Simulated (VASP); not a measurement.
Output of a VASP run:

**OSZICAR**
```
       N       E                     dE             d eps       ncg     rms          rms(c)
DAV:   1     0.104847197261E+03    0.10485E+03   -0.85355E+03   424   0.121E+03
DAV:   2    -0.918453944792E+00   -0.10577E+03   -0.10237E+03   466   0.278E+02
DAV:   3    -0.496158568971E+01   -0.40431E+01   -0.40375E+01   516   0.573E+01
DAV:   4    -0.500006466615E+01   -0.38479E-01   -0.38476E-01   584   0.495E+00
DAV:   5    -0.500017038507E+01   -0.10572E-03   -0.10572E-03   481   0.247E-01    0.583E+00
DAV:   6    -0.478378954557E+01    0.21638E+00   -0.46079E-01   471   0.904E+00    0.469E+00
DAV:   7    -0.476826540723E+01    0.15524E-01   -0.12324E-01   466   0.261E+00    0.178E+00
DAV:   8    -0.476903086248E+01   -0.76546E-03   -0.11152E-02   421   0.147E+00    0.518E-01
DAV:   9    -0.476935692841E+01   -0.32607E-03   -0.96784E-04   479   0.372E-01    0.125E-01
DAV:  10    -0.476942711218E+01   -0.70184E-04   -0.13253E-04   451   0.117E-01    0.537E-02
DAV:  11    -0.476946906506E+01   -0.41953E-04   -0.82701E-05   434   0.693E-02    0.344E-02
DAV:  12    -0.476946786126E+01    0.12038E-05   -0.33945E-06   486   0.189E-02    0.205E-02
DAV:  13    -0.476946761559E+01    0.24566E-06   -0.68927E-07   303   0.471E-03
   1 F= -.54814117E+01 E0= -.54814117E+01  d E =-.548141E+01
       N       E                     dE             d eps       ncg     rms          rms(c)
DAV:   1    -0.489861967422E+01   -0.12915E+00   -0.22308E+00   456   0.199E+01    0.259E+00
DAV:   2    -0.480523563247E+01    0.93384E-01   -0.24237E-01   441   0.795E+00    0.861E-01
DAV:   3    -0.479478148279E+01    0.10454E-01   -0.25096E-02   436   0.178E+00    0.745E-01
DAV:   4    -0.479306407613E+01    0.17174E-02   -0.28735E-03   451   0.418E-01    0.131E-01
DAV:   5    -0.479296907949E+01    0.94997E-04   -0.32274E-04   426   0.237E-01    0.869E-02
DAV:   6    -0.479297030491E+01   -0.12254E-05   -0.67977E-05   434   0.827E-02    0.230E-02
DAV:   7    -0.479296988345E+01    0.42146E-06   -0.15513E-05   496   0.519E-02    0.532E-03
DAV:   8    -0.479297115710E+01   -0.12736E-05   -0.19515E-06   399   0.175E-02    0.253E-03
DAV:   9    -0.479297128856E+01   -0.13146E-06   -0.40933E-07   328   0.640E-03
   2 F= -.54845591E+01 E0= -.54845591E+01  d E =-.314745E-02
       N       E                     dE             d eps       ncg     rms          rms(c)
DAV:   1    -0.479414781304E+01   -0.11767E-02   -0.11270E-01   456   0.440E+00    0.546E-01
DAV:   2    -0.478927800303E+01    0.48698E-02   -0.13246E-02   446   0.182E+00    0.178E-01
DAV:   3    -0.478877649390E+01    0.50151E-03   -0.12523E-03   431   0.383E-01    0.150E-01
DAV:   4    -0.478871385500E+01    0.62639E-04   -0.13604E-04   451   0.964E-02    0.270E-02
DAV:   5    -0.478871244324E+01    0.14118E-05   -0.15459E-05   426   0.523E-02    0.193E-02
DAV:   6    -0.478871394400E+01   -0.15008E-05   -0.41012E-06   426   0.213E-02    0.523E-03
DAV:   7    -0.478871368365E+01    0.26035E-06   -0.37626E-07   208   0.797E-03
   3 F= -.54848382E+01 E0= -.54848382E+01  d E =-.342654E-02
```

File OUTCAR:
```
------------------------ aborting loop because EDIFF is reached ----------------------------------------
  Edisp (eV):   -0.69612
  FORCE on cell =-STRESS in cart. coord.  units (eV):
  Direction    XX          YY          ZZ          XY          YZ          ZX
  --------------------------------------------------------------------------------------
  Total       0.00087     0.00087     0.00087    -0.00000     0.00000    -0.00000
  in kB       0.02015     0.02015     0.02015    -0.00000     0.00000    -0.00000
  external pressure =        0.02 kB  Pullay stress =        0.00 kB
  volume of cell :       69.37
      direct lattice vectors                 reciprocal lattice vectors
    -0.000000000  3.261290743  3.261290743    -0.153313531  0.153313531  0.153313531
     3.261290743 -0.000000000  3.261290743     0.153313531 -0.153313531  0.153313531
     3.261290743  3.261290743  0.000000000     0.153313531  0.153313531 -0.153313531
  FREE ENERGIE OF THE ION-ELECTRON SYSTEM (eV)
  ---------------------------------------------------
  free  energy   TOTEN  =        -5.4848381984 eV

  energy  without entropy=       -5.4848381984  energy(sigma->0) =       -5.48483820

 reached required accuracy - stopping structural energy minimisation
```
(Selected blocks of OUTCAR.)

File POSCAR:
```
CdTe
1
    0.0000000000     3.2400000000     3.2400000000
    3.2400000000     0.0000000000     3.2400000000
    3.2400000000     3.2400000000     0.0000000000
Cd Te
1 1
Direct
  0.0000000000   0.0000000000   0.0000000000
  0.2500000000   0.2500000000   0.2500000000
```

**Question.** Reconstruct the remaining input files.

**Answer.** One answer among several that fit: the input of the run itself, PBE GGA with D4 dispersion, plane waves, VASP's PBE PAW potentials (set 64).

### INCAR
```
ALGO  =  Normal
NSW  =  60   # most ionic steps
PREC  =  Accurate
IBRION  =  2   # conjugate gradients
LREAL  =  .False.   # projection in real space or not
SIGMA  =  0.05   # width (eV)
EDIFFG  =  -0.01   # ionic stop
LCHARG  =  .False.
EDIFF  =  1E-6
ISMEAR  =  0   # Gaussian
NELM  =  100   # most electronic steps
LWAVE  =  .False.
ENCUT  =  520   # plane-wave cut-off (eV)
LASPH  =  .True.
LMAXMIX  =  4
SYSTEM  =  CdTe
GGA  =  PE   # PBE
IVDW  =  13
ISIF  =  3   # ions, shape and volume
```

### KPOINTS
```
Automatic
0
Gamma
  6 6 6
```

POTCAR, in this order: Cd Te (PBE.64 set). Program: vasp_std.

The compound is CdTe in the zinc blende structure. This run relaxes it. Symmetry was kept, so distortions that lower it aren't found.
